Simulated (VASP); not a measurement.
```xyz
2
Lattice="0.0000 2.0824 2.0824 2.0824 0.0000 2.0824 2.0824 2.0824 0.0000" Properties=species:S:1:pos:R:3 pbc="T T T"
Mg     2.0824     2.0824     0.0000
O      2.0824     2.0824     2.0824
```

All values below come from PBE GGA with D3 dispersion (zero damping), VASP's PBE PAW potentials (set 64) (plane waves; VASP 6.6.1). Run with 520 eV cut-off, 11×11×11 Γ-centred mesh, Gaussian smearing of 0.050 eV, potentials Mg O.

Give the stress tensor in GPa (positive for a compressed cell).

```
5.38  0.00  0.00
0.00  5.38  0.00
0.00  0.00  5.38
```
The pressure is its mean diagonal, 5.38 GPa.

The compound is MgO in the rock salt structure. This cell is one point of a volume scan, at 0.97 of the reference volume.
